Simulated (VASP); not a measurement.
Consider the following.

```
CELL_PARAMETERS angstrom
     -2.17260     2.17260     2.17260
      2.17260    -2.17260     2.17260
      2.17260     2.17260    -2.17260
ATOMIC_POSITIONS crystal
  Na 0.00000 0.00000 0.00000
```

All values below come from PBE GGA with spin-orbit coupling, VASP's PBE PAW potentials (set 64) (plane waves; VASP). Run with 400 eV cut-off, 11×11×11 Γ-centred mesh, first-order Methfessel-Paxton smearing of 0.10 eV, potentials Na_pv.

What does the run give for the energy per atom (σ→0), band gap (on the k-mesh) with the smallest direct gap where there is one?

* **band gap (on the k-mesh)**: none (metal, semimetal or under 0.01 eV)
* **energy per atom (σ→0)**: -1.305 eV/atom

The absolute energy has meaning only against runs of the same code, potentials and settings.

The compound is Na in the bcc structure. The cell was not relaxed at this level. The run is one of a series of settings (GGA_COMPAT = .FALSE., LSORBIT = .TRUE., MAGMOM = 0 0 0, program vasp_ncl against the base run), some of them coarse on purpose.
